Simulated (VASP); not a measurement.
ScF3, 4 atoms in the cell. It takes space group Pm-3m (No. 221, cubic). The conventional cell has a = 4.012 Å, b = 4.012 Å, c = 4.012 Å, α = 90.00°, β = 90.00°, γ = 90.00°. Sc (site symmetry m-3m) has 6 F at 2.01 Å as nearest neighbours. F (site symmetry 4/mmm) has 2 Sc at 2.01 Å as nearest neighbours. 

- Program: VASP 6.6.1
- Task: relaxation of cell and atoms
- Functional: PBEsol
- Potentials or basis: VASP PAW PBE potentials, release 64 (Sc_sv, F)
- Cutoff: 600 eV
- k mesh: 4 × 4 × 4
- Occupations: fermi-dirac, width 0.01 eV
- Spin: no spin polarisation
- Dipole correction: no
- Further INCAR settings: ALGO = Normal; EDIFF = 1e-06; IBRION = 2; EDIFFG = -0.03; NSW = 60; ISIF = 3

Potentials or basis: VASP PAW PBE potentials, release 64 (Sc_sv, F).

Launch:

```sh
$ cat potpaw_PBE.64/Sc_sv/POTCAR potpaw_PBE.64/F/POTCAR > POTCAR
$ mpirun -np 1 vasp_std > vasp.out
```

Hardware: 1 thread of Intel(R) Xeon(R) 6975P-C (Granite Rapids), with other jobs on the host.

Estimate the wall time of this run.

Wall time 17 s on 1 thread of Intel(R) Xeon(R) 6975P-C (Granite Rapids) (shared host), peak memory 0.19 GiB. Counts: scf iterations 28, k points 10, ion steps 3.
